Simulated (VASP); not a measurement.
Data:

```xyz
2
Lattice="0.0000 1.8070 1.8070 1.8070 0.0000 1.8070 1.8070 1.8070 0.0000" Properties=species:S:1:pos:R:3 pbc="T T T"
C      0.0000     0.0000     0.0000
C      0.9035     0.9035     0.9035
```

Calculation: PBE GGA, VASP's PBE PAW potentials (set 64) (plane waves; VASP). Numerical set-up: PREC = Normal, 500 eV cut-off, 6×6×6 Γ-centred mesh, Gaussian smearing of 0.010 eV, potentials C_GW_new.

Give the stress tensor in GPa (positive for a compressed cell).

```
-14.61    0.00    0.00
  0.00  -14.61    0.00
  0.00    0.00  -14.61
```
The pressure is its mean diagonal, -14.61 GPa.

The compound is C in the diamond structure. This cell is one point of a volume scan, at 1.04 of the reference volume. The k-mesh is coarse (spacing up to 0.50 per Å, 2π included), so the numbers may not be converged in it.
